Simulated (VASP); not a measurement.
All values below come from PBEsol GGA, VASP's PBE PAW potentials (set 64) (plane waves; VASP 6.6.1).

Input for VASP

POSCAR:
```
CdSe
1.0
  4.1975825270   0.0000000000   0.0000000000
 -2.0987912636   3.6352126759   0.0000000000
  0.0000000000   0.0000000000   6.8549556710
Cd Se
2 2
Cartesian
 -0.0000020989   2.4234763290   6.8533676081
  2.0987933623   1.2117363469   3.4258897726
 -0.0000020989   2.4234763290   2.5721964395
  2.0987933623   1.2117363469   5.9996742750
```

**INCAR**
```
SYSTEM=CdSe
PREC=Accurate; ENCUT=500; LREAL=.FALSE.
LASPH=.TRUE.
EDIFF=1E-6; NELM=100; ALGO=Normal
LMAXMIX=4
ISMEAR=0; SIGMA=0.05
GGA=PS
IBRION=2; NSW=40; ISIF=3
EDIFFG=-0.02; PSTRESS=100
LWAVE=.FALSE.; LCHARG=.FALSE.
```

KPOINTS:
```
Automatic mesh
0
Gamma
6 6 4
0 0 0
```

POTCAR, in this order: Cd Se (PBE.64 set). Program: vasp_std.

What will the output report for the number of irreducible k-points (NKPTS), largest plane-wave count, number of space-group operations, FFT grid (NGX, NGY, NGZ)?

| Property | Result |
|---|---|
| number of irreducible k-points (NKPTS) | 21 |
| largest plane-wave count | 2686 |
| number of space-group operations | 12 |
| FFT grid (NGX, NGY, NGZ) | 32 × 32 × 50 |

The structure was generated: CdSe was put into the wurtzite type (P6_3mc), which need not be its known phase. This run relaxes it under an external pressure of 10 GPa. Symmetry was kept, so distortions that lower it aren't found.
